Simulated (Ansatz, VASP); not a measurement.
# ZnAu in two plane-wave programs, part 2 of 2

Wanted: the spread between two codes on one cell, functional and k mesh. The cell is taken from a series of runs on this material, whose earlier steps may have relaxed, scaled, displaced or heated it; both programs get it as it stands.

VASP 6.6.1 and Ansatz 0.2.0.

So far: Starting point; VASP: relaxation of cell and atoms, LDA; Ansatz: relaxation of cell and atoms, LDA; Comparison.

**5. VASP: zone-centre phonons, LDA**

Level of this step: LDA; plane waves and PAW (Zn, Au) (VASP).

Second derivatives magnify differences that forces hide, and they need a tight electronic threshold.

INCAR

```
SYSTEM = ZnAu
PREC = Accurate
ENCUT = 500
EDIFF = 1E-08
NELM = 120
ISMEAR = 1
SIGMA = 0.2
LREAL = .FALSE.
ALGO = Normal
GGA = CA
NBANDS = 17
LASPH = .TRUE.
LORBIT = 11
LWAVE = .FALSE.
LCHARG = .FALSE.
ISIF = 2
IBRION = 8
GGA_COMPAT = .FALSE.
KPAR = 2
```

POSCAR

```
ZnAu
1.0
    3.0952544171      0.0000000000      0.0000000000
    0.0000000000      3.0952544171      0.0000000000
    0.0000000000      0.0000000000      3.0952544171
Zn Au
1 1
Direct
    0.5000000000      0.5000000000      0.5000000000
    0.0000000000      0.0000000000      0.0000000000
```

KPOINTS

```
Automatic mesh
0
Gamma
16 16 16
0 0 0
```

PAW data sets: Zn and Au (LDA family, release 64).

Started as:

```bash
$ mpirun -np 2 vasp_std
```

Numbers of over 12 decimals in the logs are rounded to 6 here.

What it wrote:

```text
[... set-up lines as in an earlier step ...]
 entering main loop
       N       E                     dE             d eps       ncg     rms          rms(c)
DAV:   1     0.122936984905E+03    0.12294E+03   -0.11429E+04  5794   0.173E+03
DAV:   2    -0.279128414545E+01   -0.12573E+03   -0.12061E+03  5706   0.315E+02
DAV:   3    -0.728899604903E+01   -0.44977E+01   -0.44674E+01  6306   0.669E+01
DAV:   4    -0.732333125054E+01   -0.34335E-01   -0.34327E-01  6508   0.508E+00
[...]
DAV:  10    -0.676042455072E+01    0.20439E-06   -0.35420E-05  6599   0.644E-02    0.198E-02
DAV:  11    -0.676042385332E+01    0.69741E-06   -0.28538E-06  6487   0.267E-02    0.403E-03
DAV:  12    -0.676042385649E+01   -0.31714E-08   -0.77786E-08  6977   0.103E-02
   1 F= -.67604239E+01 E0= -.67605268E+01  d E =0.308917E-03
 Linear response reoptimize wavefunctions to high precision
DAV:   1    -0.676042385610E+01    0.38744E-09   -0.11849E-08  6471   0.317E-03
DAV:   2    -0.676042385618E+01   -0.75033E-10   -0.79484E-10  3036   0.266E-04
 Linear response DOF=           2
 Linear response progress:
[...]
RMM:   8    -0.208466763291E+00   -0.57637E-07   -0.80338E-09 25421   0.228E-04    0.277E-05
RMM:   9    -0.208466691718E+00    0.71573E-07   -0.41849E-09 25607   0.118E-04    0.573E-06
RMM:  10    -0.208466685651E+00    0.60673E-08   -0.25234E-09 25174   0.700E-05    0.290E-06
 first order change of Fermi-energy  -0.10591E-04
 force on displaced ion       1 direction 1 :  -4.056  -0.000  -0.000
 Linear response progress:
  Degree of freedom:   2/  2
       N       E                     dE             d eps       ncg     rms          rms(c)
RMM:   1    -0.286078591366E+00   -0.28608E+00   -0.26445E-01 23831   0.349E+00
RMM:   2    -0.282334227582E+00    0.37444E-02   -0.13848E-02 21986   0.886E-01    0.959E-02
RMM:   3    -0.282153401974E+00    0.18083E-03   -0.46624E-04 23603   0.181E-01    0.549E-02
RMM:   4    -0.282172001604E+00   -0.18600E-04   -0.46227E-04 23594   0.126E-01    0.133E-02
[...]
RMM:  11    -0.282146855840E+00    0.14225E-06   -0.14841E-08 25134   0.131E-04    0.234E-06
RMM:  12    -0.282146840641E+00    0.15199E-07   -0.16761E-08 25690   0.106E-04    0.554E-07
RMM:  13    -0.282146837134E+00    0.35073E-08   -0.17057E-08 24076   0.996E-05    0.783E-07
 first order change of Fermi-energy   0.49189E-03
 force on displaced ion       2 direction 1 :  -4.105  -0.000   0.000
 Linear response finished
```

From OUTCAR (step 5):

```text
  Total        0.1379334      0.1379334      0.1379334     -0.0000000     -0.0000000      0.0000000
  in kB        7.4523136      7.4523136      7.4523136     -0.0000000     -0.0000000      0.0000000
  external PRESSURE =       7.4523136 kB  Pullay stress =       0.0000000 kB

 POSITION                                       TOTAL-FORCE (eV/Angst)
 -----------------------------------------------------------------------------------
      1.54763      1.54763      1.54763         0.000000      0.000000      0.000000
      0.00000      0.00000      0.00000         0.000000      0.000000      0.000000
 -----------------------------------------------------------------------------------
    total drift:                                0.000000      0.000000     -0.000000

[... 1 part as in an earlier step ...]

[... 1 further part left out ...]
```

**6. Ansatz: zone-centre phonons, LDA**

The same cell, functional (in two slightly different forms), mesh and smearing now go to Ansatz, which takes its cutoff from its data sets.

The cell is taken from a series of runs on this material, whose earlier steps may have relaxed, scaled, displaced or heated it; both programs get it as it stands.

input.yaml

```yaml
crystal:
  lattice:
    - [3.0952544171, 0.0, 0.0]
    - [0.0, 3.0952544171, 0.0]
    - [0.0, 0.0, 3.0952544171]
  atoms:
    - { symbol: Zn, position: [0.5, 0.5, 0.5] }
    - { symbol: Au, position: [0.0, 0.0, 0.0] }
kpoints:
  mp_grid: { grid: [16, 16, 16] }
hamiltonian:
  xc: lda
scf:
  occupations: { method: methfessel_paxton, width: 0.2 }
output:
  eigenvalues: true
phonons:
  method: dfpt
```

Started as:

```bash
$ ansatz run input.yaml --threads 4 --pin off --max-ram 7168MiB --backend cpu --events-out ev --progress --plain --runs-dir out
```

What it wrote:

```text
[...]
Crystal: 2 atoms, lattice volume = 29.654 Å³
Basis set: ecut = 420 eV, 587 PW (Γ), exchange–correlation on 48×48×48 points (8 copies of the dense FFT grid, shifted against one another)
Bands: 20, of which v1, the nominal top of the filled ones, is band 16 counted from 1 (15 counted from 0)
Symmetry: 48 space group operations
k-points: 405 of 4096 (irreducible under 8 space group operations, time reversal used)
[...]
k mesh reduced under 8 symmetry operations, with k and −k counted as one. Each operation leaves every solved perturbation unchanged. A smaller set is not used because it would not reduce the number of displacements times k-points to solve
  ASR residual: 9.845e-5 → 0.000e0 eV/Å²; symmetrization residual: 4.841e-6 eV/Å²
  ASR residual per site (eV/Å²): 2.44e-5 9.85e-5
  Γ frequencies (cm⁻¹): 0.00 0.00 0.00 148.42 148.42 148.42
  non-analytic LO–TO correction: not included (Born effective charges unavailable; polar crystals: no LO–TO splitting at Γ)
[key lines of the parts left out:]
SCF converged after 9 iterations
Free energy (F): -16111.664078 eV
Fermi energy:    17.797584 eV
```

**7. Comparison**

What differs besides the data sets and the points named for the pairs above, as far as they apply: the data sets hold 31 valence electrons in Ansatz (on its default PAW (the set named soft_2) files) and 23 in VASP. Total energies have different zeros and are not compared.

The two programs side by side:

| quantity | Ansatz | VASP | difference |
| --- | --- | --- | --- |
| optical mode 1 to 3 (cm⁻¹) | 148.4 | 150.1 | -1.13 % |

Modes are paired by rising frequency, not by their patterns, so a pair may set unlike modes beside each other; they are those without the splitting of longitudinal modes.

**8. Outcome**

| Property | Result |
| --- | --- |
| difference in volume (relaxation of cell and atoms, LDA) | -0.46 % |
| r.m.s. difference of the optical zone-centre modes, each program's sorted by frequency (zone-centre phonons, LDA) | 1.7 cm⁻¹ |
| difference in optical mode 1 to 3 (zone-centre phonons, LDA) | -1.1 % |

**Reading.** The difference in volume is -0.46 % (relaxation of cell and atoms, LDA), within the 1.2 % picked in this series as the mark of a large difference, as far as the stopping tolerances let one tell. The data sets hold unlike numbers of valence electrons (31 in Ansatz and 23 in VASP), so part of the differences comes from the potentials. Among the rows given in per cent, the largest difference of the zone-centre phonons, LDA pair is in optical mode 1 to 3, -1.1 %. How closely two codes agree says nothing of how well the functional describes the real material.

[Lines on the potential files, build, host, timing and source positions are cut from VASP's logs without a mark.]

[Logs are printed without paths, hosts, clocks, repeated set-up lines and the standing remarks that a program may print on its own settings, such as how far it seeks lower states.]

[Hosts, paths, dates, database ids (printed as entryN), source tags and the programs' standing remarks are cut or masked in the printed files.]
